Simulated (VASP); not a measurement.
# TlCl: energy against volume

TlCl (CsCl type, Pm-3m, 26.742 Å³/atom and stress up to 0.03 GPa in the relaxed cell, cube axes along x, y and z) under an equal strain ε along all three axes. PBEsol in VASP (plane waves, PAW), 480 eV, 8×8×8 Γ-centred mesh, Gaussian smearing 0.05 eV; ions are relaxed, or left where forces stay under 0.02 eV/Å, within the symmetry of each cell. Against the start cell, which lies near the measured one, the relaxed cell differs by -5.5 % in volume; the values below rest on it.

Here V stands for volume and E for E less E0.

| volume (Å³/atom) | E less E0 (meV/atom) | pressure (GPa) |
|---|---|---|
| 24.4063 | ? | ? |
| 25.1690 | 10.39 | 2.12 |
| 25.5562 | 5.82 | 1.52 |
| 25.9473 | 2.60 | 0.96 |
| 26.3425 | 0.69 | 0.45 |
| 26.7416 | 0.00 | -0.03 |
| 27.1447 | 0.44 | -0.46 |
| 27.5519 | 1.94 | -0.86 |
| 27.9631 | 4.45 | -1.23 |
| 28.3784 | 7.89 | -1.56 |

The 9 complete rows are fitted with the third-order Birch-Murnaghan form, a cubic in V^(-2/3), E against V. With u = V^(-2/3) - 0.1119, the rows have u = 0.0045366, 0.0033575, 0.0021964, 0.0010524, -0.0000743, -0.0011841, -0.0022777, -0.0033550, -0.0044166. Least squares gives E = 0.007 + 171.8·u + 454762·u² + 2652430·u³. Residuals (row less fit): -0.003, 0.009, -0.006, -0.005, 0.003, 0.003, -0.004, 0.001, 0.000; standard error 0.006 (degrees of freedom: 5). Its minimum lies at u = -0.0001892, so V0 = (0.1117108)^(-3/2) = 26.78. There d²E/du² = 906500 and d³E/du³ = 1.591e7, so B0 = (4/9) × 26.78^(-7/3) × 906500 × 0.160218 = 30.1 GPa (the last factor turns the table's units into GPa), and B0' = 4 + (2/3) × 0.1117108 × (1.591e7)/906500 = 5.3. B0' rests on the cubic coefficient alone and has a standard error of 0.1 from these residuals.

Question: What does the fit predict for E at V = 24.4063, and how far is the calculated value from it?

Answer: u = 0.0069499, so E = 0.007 + 171.8 × 0.0069499 + 454762 × 0.0069499² + 2652430 × 0.0069499³ = 24.057 meV/atom. The calculation gives 23.98 meV/atom, 0.077 meV/atom below the prediction (0.3 % of the range of E in the table). The row lies outside the fitted rows, so this is an extrapolation. From the scatter of the fitted rows alone, a prediction at this place has a standard error of 0.030 meV/atom, so the miss is 2.6 times that.

The primitive cell can neither tilt nor turn polar against its symmetry, as such crystals can under strain. Spin-orbit coupling is left out, which can shift these values for the heavy elements here. Other structures, which can take over under pressure, weren't tried. The same form fitted to the pressure column gives B0' = 5.2; series where the two differ by over 0.4 aren't shown. Rows are the converged runs of the series near zero and its far end, less any whose ions stayed unrelaxed beside relaxed ones; series whose fitted rows scatter by over a few per cent of the range, as at a crossing or softening among them, aren't shown in this form.
